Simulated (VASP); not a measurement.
# AlC18 in VASP: notebook

The runs below take AlC18 through single point, with PBE.

Program: VASP 6.6.1. These are calculated values, not measurements. Logs are shortened: lines on timing, memory, paths and dates and some standing lists are left out, and cuts for length are marked.

## 1. Starting point

The cell holds a slab with vacuum, 19 atoms: a = 7.398 Å, b = 7.398 Å, c = 11.000 Å, α = 90.00°, β = 90.00°, γ = 120.00°.

The cell was built by a generator and needn't be a form met in nature.

## 2. Single point, PBE, collinear spin, zero start

The input, INCAR:

```
ALGO = Normal ; EDIFF = 1E-6
ENCUT = 520 ; GGA = PE
ISIF = 2 ; ISMEAR = -1
ISPIN = 2 ; LASPH = True
LCHARG = False ; LORBIT = 11
LREAL = Auto ; LWAVE = False
MAGMOM = 0 0 0 0 0 0 0 0 0 0 0 0 0 0 0 0 0 0 0 ; NBANDS = 56
NELM = 150 ; PREC = Accurate
SIGMA = 0.02
```

The input, KPOINTS:

```
k-points
0
Gamma
  2 2 1
```

The input, POSCAR:

```
AlC18
1.0
    7.3980000000      0.0000000000      0.0000000000
   -3.6990000000      6.4068560000      0.0000000000
    0.0000000000      0.0000000000     11.0000000000
C Al
18 1
Direct
   -0.0035275814     -0.0078445653      0.0914231818
    0.2183531410      0.1032877905      0.0909942727
   -0.0041347030      0.3261826081      0.0904140909
    0.2174987161      0.4361444990      0.0902653636
   -0.0042922470      0.6580364847      0.0910128182
    0.2174469072      0.7695293916      0.0900120000
    0.3285450219     -0.0082368013      0.0899690000
    0.5501685116      0.1035957418      0.0893100000
    0.3286527438      0.3250556903      0.0904592727
    0.5503889397      0.4352412478      0.0907038182
    0.3273111670      0.6577480437      0.0896260909
    0.5494941025      0.7686710923      0.0890750000
    0.6613572479     -0.0074350040      0.0886102727
    0.8850864440      0.1041080055      0.0902956364
    0.6620095409      0.3251991304      0.0901367273
    0.8842477585      0.4362684287      0.0903079091
    0.6616562104      0.6572337508      0.0907846364
    0.8848807148      0.7690517783      0.0915388182
    0.7363360819      0.8889219611      0.2814251818
```

Potentials or basis: VASP PAW PBE potentials, release 64 (C, Al).

Command:

```sh
> cat potpaw_PBE.64/C/POTCAR potpaw_PBE.64/Al/POTCAR > POTCAR
> mpirun -np 1 vasp_std > vasp.out
```

OUTCAR:

```text
EDIFF = 1E-6
   ENCUT = 520
   GGA = PE
   ISIF = 2
   ISMEAR = -1
   ISPIN = 2
   LASPH = True
   LORBIT = 11
   LREAL = Auto
   NELM = 150
   PREC = Accurate

 ion  position               nearest neighbor table
   1  0.996  0.992  0.091-   2 1.42  18 1.43  14 1.43  19 2.68
   2  0.218  0.103  0.091-   7 1.42   9 1.42   1 1.42
   3  0.996  0.326  0.090-   4 1.42  16 1.42  14 1.42
   4  0.217  0.436  0.090-  11 1.42   3 1.42   9 1.42
   5  0.996  0.658  0.091-   6 1.42  16 1.42  18 1.42
   6  0.217  0.770  0.090-  11 1.42   5 1.42   7 1.42
   7  0.329  0.992  0.090-   8 1.42   2 1.42   6 1.42
   8  0.550  0.104  0.089-  15 1.42   7 1.42  13 1.42
   9  0.329  0.325  0.090-  10 1.42   2 1.42   4 1.42
  10  0.550  0.435  0.091-  15 1.42   9 1.42  17 1.42
  11  0.327  0.658  0.090-   4 1.42   6 1.42  12 1.42
  12  0.549  0.769  0.089-  11 1.42  17 1.43  13 1.43  19 2.44
  13  0.661  0.993  0.089-   8 1.42  14 1.43  12 1.43  19 2.41
  14  0.885  0.104  0.090-   3 1.42   1 1.43  13 1.43  19 2.53
  15  0.662  0.325  0.090-   8 1.42  10 1.42  16 1.42
  16  0.884  0.436  0.090-   3 1.42   5 1.42  15 1.42
  17  0.662  0.657  0.091-  10 1.42  18 1.43  12 1.43  19 2.59
  18  0.885  0.769  0.092-   5 1.42   1 1.43  17 1.43  19 2.71
  19  0.736  0.889  0.281-  13 2.41  12 2.44  14 2.53  17 2.59   1 2.68  18 2.71

  LATTYP: Found a hexagonal cell.
 ALAT       =     7.3980000000
 C/A-ratio  =     1.4868883482

  Lattice vectors:

 A1 = (   7.3980000000,   0.0000000000,   0.0000000000)
 A2 = (  -3.6990000000,   6.4068560000,   0.0000000000)
 A3 = (   0.0000000000,   0.0000000000,  11.0000000000)

Analysis of symmetry for initial positions (statically):
=====================================================================
 Subroutine PRICEL returns:
 Original cell was already a primitive cell.

 Routine SETGRP: Setting up the symmetry group for a
 hexagonal supercell.

 Subroutine GETGRP returns: Found  1 space group operations
 (whereof  1 operations were pure point group operations)
 out of a pool of 24 trial point group operations.

The static configuration has the point symmetry C_1 .

Analysis of symmetry for dynamics (positions and initial velocities):
=====================================================================
 Subroutine PRICEL returns:
 Original cell was already a primitive cell.

 Routine SETGRP: Setting up the symmetry group for a
 hexagonal supercell.

 Subroutine GETGRP returns: Found  1 space group operations
 (whereof  1 operations were pure point group operations)
 out of a pool of 24 trial point group operations.

The dynamic configuration has the point symmetry C_1 .

Analysis of structural, dynamic, and magnetic symmetry:
=====================================================================
 Subroutine PRICEL returns:
 Original cell was already a primitive cell.

 Routine SETGRP: Setting up the symmetry group for a
 hexagonal supercell.

 Subroutine GETGRP returns: Found  1 space group operations
 (whereof  1 operations were pure point group operations)
 out of a pool of 24 trial point group operations.

The overall configuration has the point symmetry C_1 .

 Subroutine INISYM returns: Found  1 space group operations
 (whereof  1 operations are pure point group operations),
 and found     1 'primitive' translations

----------------------------------------------------------------------------------------

                                     Primitive cell

  volume of cell :     521.3771

  direct lattice vectors                    reciprocal lattice vectors
     7.398000000  0.000000000  0.000000000     0.135171668  0.078041398  0.000000000
    -3.699000000  6.406856000  0.000000000     0.000000000  0.156082796  0.000000000
     0.000000000  0.000000000 11.000000000     0.000000000  0.000000000  0.090909091

  length of vectors
     7.398000000  7.398000054 11.000000000     0.156082797  0.156082796  0.090909091

  position of ions in fractional coordinates (direct lattice)
     0.996472419  0.992155435  0.091423182
     0.218353141  0.103287790  0.090994273
     0.995865297  0.326182608  0.090414091
     0.217498716  0.436144499  0.090265364
     0.995707753  0.658036485  0.091012818
     0.217446907  0.769529392  0.090012000
[... 11 lines left out ...]
     0.884880715  0.769051778  0.091538818
     0.736336082  0.888921961  0.281425182

  ion indices of the primitive-cell ions
   primitive index   ion index
                 1           1
                 2           2
                 3           3
                 4           4
                 5           5
                 6           6
[... 11 lines left out ...]
                18          18
                19          19

----------------------------------------------------------------------------------------

 KPOINTS: k-points

Automatic generation of k-mesh.
 Grid dimensions read from file:
 generate k-points for:    2    2    1

 Generating k-lattice:

  Cartesian coordinates                     Fractional coordinates (reciprocal lattice)
     0.067585834  0.039020699  0.000000000     0.500000000 -0.000000000  0.000000000
     0.000000000  0.078041398  0.000000000     0.000000000  0.500000000  0.000000000
     0.000000000  0.000000000  0.090909091     0.000000000  0.000000000  1.000000000

  Length of vectors
     0.078041399  0.078041398  0.090909091

  Shift w.r.t. Gamma in fractional coordinates (k-lattice)
     0.000000000  0.000000000  0.000000000

 Subroutine IBZKPT returns following result:
 ===========================================

 Found      4 irreducible k-points:

 Following reciprocal coordinates:
            Coordinates               Weight
  0.000000  0.000000  0.000000      1.000000
  0.500000 -0.000000  0.000000      1.000000
  0.000000  0.500000  0.000000      1.000000
  0.500000  0.500000  0.000000      1.000000
   k-points           NKPTS =      4   k-points in BZ     NKDIM =      4   number of bands    NBANDS=     56
   number of dos      NEDOS =    301   number of ions     NIONS =     19
   total plane-waves  NPLWV = 263424
   dimension x,y,z NGX =    56 NGY =   56 NGZ =   84
   dimension x,y,z NGXF=   112 NGYF=  112 NGZF=  168
   ions per type =              18   1
   NGX,Y,Z   is equivalent  to a cutoff of  12.58, 12.58, 12.70 a.u.
[... 5 lines left out ...]
   ISPIN  =      2    spin polarized calculation?
   LNONCOLLINEAR =      F non collinear calculations
   LSORBIT =      F    spin-orbit coupling
   LASPH  =      T    aspherical Exc in radial PAW
   ENCUT  =  520.0 eV  38.22 Ry    6.18 a.u.  13.76 13.76 20.45*2*pi/ulx,y,z
   NELM   =    150;   NELMIN=  2; NELMDL= -5     # of ELM steps
   EDIFF  = 0.1E-05   stopping-criterion for ELM
   LREAL  =      T    real-space projection
   EDIFFG = 0.1E-04   stopping-criterion for IOM
   NSW    =      0    number of steps for IOM
   IBRION =     -1    ionic relax: 0-MD 1-quasi-New 2-CG
   NFREE  =      0    steps in history (QN), initial steepest desc. (CG)
   ISIF   =      2    stress and relaxation
   ISYM   =      2    0-nonsym 1-usesym 2-fastsym
   POTIM  = 0.5000    time-step for ionic-motion
   TEBEG  =    0.0;   TEEND  =   0.0 temperature during run
   PSTRESS=    0.0 pullay stress
   NELECT =      75.0000    total number of electrons
   NUPDOWN=      -1.0000    fix difference up-down
   EMIN   =  10.00;   EMAX   =-10.00  energy-range for DOS
   EFERMI =   0.00;   METHOD = LEGACY
   ISMEAR =    -1;   SIGMA  =   0.02  broadening in eV -4-tet -1-fermi 0-gaus
   EFERMI_NEDOS =   21; number of points for ismear=-14 and -15
   IALGO  =     38    algorithm
   IMIX   =      4    mixing-type and parameters
     AMIX     =   0.40;   BMIX     =  1.00
     AMIX_MAG =   1.60;   BMIX_MAG =  1.00
  volume/ion in A,a.u.               =      27.44       185.18
  Fermi-wavevector in a.u.,A,eV,Ry     =   0.857784  1.620977 10.011076  0.735793
  Thomas-Fermi vector in A             =   1.974890
   LORBIT       =     11    0 simple, 1 ext, 2 COOP (PROOUT), +10 PAW based schemes
   GGA     = PE    functional components
   LHFCALC =     F    Hartree Fock is set to
   AEXX    =    0.0000 exact exchange contribution
   IVDW    =     0    specifies the selected vdW correction
   LEPSILON=     F    determine dielectric tensor
   LRPA    =     F    only Hartree local field effects (RPA)
 spin polarized calculation
  energy-cutoff  :      520.00
  volume of cell :      521.38
 maximum number of plane-waves:     14099
 NGX is ok and might be reduce to    56
   NGX = 27   NGY = 27   NGZ = 41

 number of electron      74.9999998 magnetization       0.0000000

 number of electron      74.9999998 magnetization      -0.0000000

 Free energy of the ion-electron system (eV)
  ---------------------------------------------------
  ext. energy  EPLUGINS =         0.00000000
  ---------------------------------------------------
  free energy    TOTEN  =      -167.55955620 eV

  energy without entropy =     -167.55955620  energy(sigma->0) =     -167.55955620

 E-fermi :  -0.5738     XC(G=0):  -4.4856

 val. band max:       -1.0384793695   @ k =   0.0000   0.0000   0.0000
 cond. band min:       0.3704694141   @ k =   0.5000   0.5000   0.0000
 fundamental gap:      1.4089487836
 Fermi energy:        -0.5738149706

 spin component 1

 k-point     1 :       0.0000    0.0000    0.0000
  band No.  band energies     occupation
      1     -20.5419      1.00000
      2     -18.1740      1.00000
      3     -17.9968      1.00000
      4     -17.9888      1.00000
      5     -17.7954      1.00000
      6     -17.7893      1.00000
[... 41 lines left out ...]
     48       3.8843      0.00000
     49       3.9821      0.00000
[... 154 lines left out ...]
     48       4.1031      0.00000
     49       4.3649      0.00000
 Fermi energy:        -0.5738149706

 spin component 2

 k-point     1 :       0.0000    0.0000    0.0000
  band No.  band energies     occupation
      1     -20.5419      1.00000
      2     -18.1740      1.00000
      3     -17.9968      1.00000
      4     -17.9888      1.00000
      5     -17.7954      1.00000
      6     -17.7893      1.00000
[... 41 lines left out ...]
     48       3.8843      0.00000
     49       3.9821      0.00000
[... 154 lines left out ...]
     48       4.1031      0.00000
     49       4.3649      0.00000
 [bands above 49 left out]

------------------------ aborting loop because EDIFF is reached ----------------------------------------

  FORCE on cell =-STRESS in cart. coord.  units (eV):
  Direction    XX          YY          ZZ          XY          YZ          ZX
  --------------------------------------------------------------------------------------
  -------------------------------------------------------------------------------------
  Total        4.9667452      4.9114386     -0.1398995     -0.0155336     -0.0623016      0.3298725
  in kB       15.2626690     15.0927135     -0.4299072     -0.0477343     -0.1914510      1.0136890
  external PRESSURE =       9.9751584 kB  Pullay stress =       0.0000000 kB

 VOLUME and BASIS-vectors are now :
 -----------------------------------------------------------------------------
  energy-cutoff  :      520.00
  volume of cell :      521.38
      direct lattice vectors                 reciprocal lattice vectors
     7.398000000  0.000000000  0.000000000     0.135171668  0.078041398  0.000000000
    -3.699000000  6.406856000  0.000000000     0.000000000  0.156082796  0.000000000
     0.000000000  0.000000000 11.000000000     0.000000000  0.000000000  0.090909091

 POSITION                                       TOTAL-FORCE (eV/Angst)
 -----------------------------------------------------------------------------------
      3.70192      6.35660      1.00565        -0.007904      0.005171      0.000351
      1.23332      0.66175      1.00094        -0.013477      0.006671      0.001493
      6.16086      2.08980      0.99455        -0.008239      0.002927      0.001452
     -0.00424      2.79432      0.99292        -0.008758     -0.002456      0.001116
      4.93217      4.21595      1.00114        -0.010251      0.000308     -0.002807
     -1.23782      4.93026      0.99013        -0.007383      0.005165     -0.001994
[... 11 lines left out ...]
      3.70163      4.92720      1.00693        -0.011860      0.000808      0.000311
      2.15929      5.69520      3.09568         0.155353     -0.027439     -0.022390
 -----------------------------------------------------------------------------------
    total drift:                                0.019862      0.009030      0.007053

  FREE ENERGIE OF THE ION-ELECTRON SYSTEM (eV)
  ---------------------------------------------------
  free  energy   TOTEN  =      -167.5595562039 eV

  energy  without entropy=     -167.5595562038  energy(sigma->0) =     -167.55955620

 total charge

# of ion       s       p       d       tot
------------------------------------------
    1        0.861   1.787   0.000   2.648
    2        0.861   1.800   0.000   2.661
    3        0.861   1.800   0.000   2.661
    4        0.862   1.796   0.000   2.658
    5        0.861   1.800   0.000   2.661
    6        0.862   1.794   0.000   2.656
[... 11 lines left out ...]
   18        0.861   1.787   0.000   2.648
   19        0.622   0.130   0.000   0.752
--------------------------------------------------
tot         16.118  32.425   0.000  48.543

 magnetization (x)

# of ion       s       p       d       tot
------------------------------------------
    1        0.000   0.000   0.000   0.000
    2       -0.000  -0.000   0.000  -0.000
    3        0.000   0.000   0.000   0.000
    4        0.000   0.000   0.000   0.000
    5       -0.000  -0.000   0.000  -0.000
    6       -0.000  -0.000   0.000  -0.000
[... 11 lines left out ...]
   18       -0.000  -0.000   0.000  -0.000
   19        0.000  -0.000   0.000   0.000
--------------------------------------------------
tot         -0.000  -0.000   0.000  -0.000
```

It took 5.7 min on 1 thread of AMD EPYC 9R14 (Zen 4), shared host; peak memory 0.75 GiB.

What came out:

- Free energy: -167.5596 eV
- Largest force: 0.159 eV/Å
- Band gap on the k mesh: none (metal or under the smearing width)
- Net moment: 0.00 μB per cell
- Valence electrons inside the program's atomic spheres: C 2.65, 2.66; Al 0.75

Forces on the atoms (eV/Å):
```
C   -0.008  0.005  0.000
C   -0.013  0.007  0.001
C   -0.008  0.003  0.001
C   -0.009 -0.002  0.001
C   -0.010  0.000 -0.003
C   -0.007  0.005 -0.002
C    0.000 -0.004  0.004
C   -0.007  0.003  0.003
C   -0.014  0.001 -0.001
C   -0.010  0.000 -0.002
C   -0.009  0.003  0.000
C   -0.006 -0.004  0.008
C   -0.005  0.001  0.010
C   -0.008  0.001  0.004
C   -0.008 -0.002 -0.001
C   -0.010  0.003 -0.004
C   -0.010  0.007  0.001
C   -0.012  0.001  0.000
Al   0.155 -0.027 -0.022
```

Levels at points of the mesh, in eV from the Fermi level:
Spin up:
```tsv
k point	band 35	band 36	band 37	band 38	band 39	band 40
(0.00, 0.00, 0.00)	-2.67	-0.69	-0.68	-0.47	-0.46	1.95
(0.50, 0.00, 0.00)	-3.06	-2.75	-2.51	0.97	1.45	1.58
(0.00, 0.50, 0.00)	-3.07	-2.75	-2.51	1.01	1.42	1.49
(0.50, 0.50, 0.00)	-3.06	-2.75	-2.51	0.94	1.48	1.60
```
Spin down:
| k point | band 34 | band 35 | band 36 | band 37 | band 38 | band 39 | band 40 | band 41 |
| --- | --- | --- | --- | --- | --- | --- | --- | --- |
| (0.00, 0.00, 0.00) | -3.39 | -2.67 | -0.69 | -0.68 | -0.47 | -0.46 | 1.95 | 2.03 |
| (0.50, 0.00, 0.00) | -3.27 | -3.06 | -2.75 | -2.51 | 0.97 | 1.45 | 1.58 | 1.74 |
| (0.00, 0.50, 0.00) | -3.24 | -3.07 | -2.75 | -2.51 | 1.01 | 1.42 | 1.49 | 1.81 |
| (0.50, 0.50, 0.00) | -3.30 | -3.06 | -2.75 | -2.51 | 0.94 | 1.48 | 1.60 | 1.71 |

Caveat: the k mesh is coarse (spacing up to 0.49 Å⁻¹), so the values aren't converged.

## 3. Single point, PBE, collinear spin, zero start

The input, INCAR:

```
PREC = Accurate
ENCUT = 520
EDIFF = 1E-7
ISMEAR = -1
SIGMA = 0.02
LREAL = Auto
LASPH = T
NELM = 150
ALGO = Normal
ISIF = 2
LWAVE = F
LCHARG = T
ISPIN = 2
MAGMOM = 0 0 0 0 0 0 0 0 0 0 0 0 0 0 0 0 0 0 0
LORBIT = 11
GGA = PE
LELF = T
LVHAR = T
NBANDS = 56
```

The input, KPOINTS:

```
Automatic mesh
0
Gamma
  2 2 1
```

The input, POSCAR:

```
AlC18
1.0
    7.3980000000      0.0000000000      0.0000000000
   -3.6990000000      6.4068560000      0.0000000000
    0.0000000000      0.0000000000     11.0000000000
C Al
18 1
Direct
   -0.0030298999     -0.0068884020      0.0903338182
    0.2189806878      0.1040941142      0.0905191818
   -0.0037874532      0.3268403410      0.0905717273
    0.2178938538      0.4368885456      0.0903413636
   -0.0037586435      0.6585643567      0.0904000909
    0.2179047828      0.7702242722      0.0903157273
    0.3290196837     -0.0075445741      0.0903502727
    0.5506991895      0.1040991088      0.0905048182
    0.3290105998      0.3257708617      0.0903268182
    0.5506744751      0.4357636569      0.0903410909
    0.3279058018      0.6585604546      0.0903835455
    0.5499382915      0.7695965072      0.0901167273
    0.6617316338     -0.0068816905      0.0903100000
    0.8852105662      0.1048339466      0.0904140909
    0.6623474323      0.3257716421      0.0903258182
    0.8845816644      0.4368883896      0.0903448182
    0.6616992103      0.6578090720      0.0900412727
    0.8852480493      0.7696007215      0.0901426364
    0.7708754591      0.8767679498      0.2802799091
```

Potentials or basis: VASP PAW PBE potentials, release 64 (C, Al).

Command:

```sh
> cat potpaw_PBE.64/C/POTCAR potpaw_PBE.64/Al/POTCAR > POTCAR
> mpirun -np 1 vasp_std > vasp.out
```

Wall time 6.4 min (1 thread of AMD EPYC 9R14 (Zen 4), shared host); peak memory 0.77 GiB.

It converged, with:

| Property | Result |
| --- | --- |
| Free energy | -167.5854 eV |
| Largest force | 0.021 eV/Å |
| Band gap on the k mesh | none (metal or under the smearing width) |
| Net moment | 0.00 μB per cell |
| Valence electrons inside the program's atomic spheres | C 2.65, 2.66; Al 0.75 |

Forces on the atoms (eV/Å):
```
C    0.006  0.006  0.006
C   -0.004  0.003  0.002
C    0.005  0.001  0.002
C   -0.002 -0.005 -0.002
C   -0.002 -0.002 -0.001
C   -0.002 -0.001 -0.002
C    0.006 -0.006 -0.003
C    0.000  0.001 -0.001
C   -0.004 -0.001  0.000
C    0.004  0.004  0.000
C    0.005 -0.001 -0.003
C   -0.002 -0.007  0.006
C   -0.006 -0.001  0.001
C   -0.002  0.010  0.004
C    0.002 -0.003 -0.002
C   -0.006 -0.001 -0.003
C   -0.005 -0.007  0.004
C    0.001 -0.006  0.002
Al   0.004  0.018 -0.011
```

Levels at points of the mesh, in eV from the Fermi level:
Spin up:
```csv
k point,band 33,band 34,band 35,band 36,band 37,band 38,band 39,band 40,band 41,band 42
"(0.00, 0.00, 0.00)",-3.42,-3.42,-2.64,-0.70,-0.70,-0.51,-0.51,2.06,2.07,2.75
"(0.50, 0.00, 0.00)",-3.41,-3.36,-3.09,-2.77,-2.49,1.00,1.55,1.57,1.66,1.89
"(0.00, 0.50, 0.00)",-3.41,-3.36,-3.09,-2.77,-2.49,1.00,1.55,1.57,1.66,1.89
"(0.50, 0.50, 0.00)",-3.41,-3.36,-3.09,-2.77,-2.49,1.00,1.55,1.57,1.66,1.89
```
Spin down:
| k point | band 33 | band 34 | band 35 | band 36 | band 37 | band 38 | band 39 | band 40 | band 41 | band 42 |
| --- | --- | --- | --- | --- | --- | --- | --- | --- | --- | --- |
| (0.00, 0.00, 0.00) | -3.42 | -3.42 | -2.64 | -0.70 | -0.70 | -0.51 | -0.51 | 2.06 | 2.07 | 2.75 |
| (0.50, 0.00, 0.00) | -3.41 | -3.36 | -3.09 | -2.77 | -2.49 | 1.00 | 1.55 | 1.57 | 1.66 | 1.89 |
| (0.00, 0.50, 0.00) | -3.41 | -3.36 | -3.09 | -2.77 | -2.49 | 1.00 | 1.55 | 1.57 | 1.66 | 1.89 |
| (0.50, 0.50, 0.00) | -3.41 | -3.36 | -3.09 | -2.77 | -2.49 | 1.00 | 1.55 | 1.57 | 1.66 | 1.89 |

Caveat: the k mesh is coarse (spacing up to 0.49 Å⁻¹), so the values aren't converged.
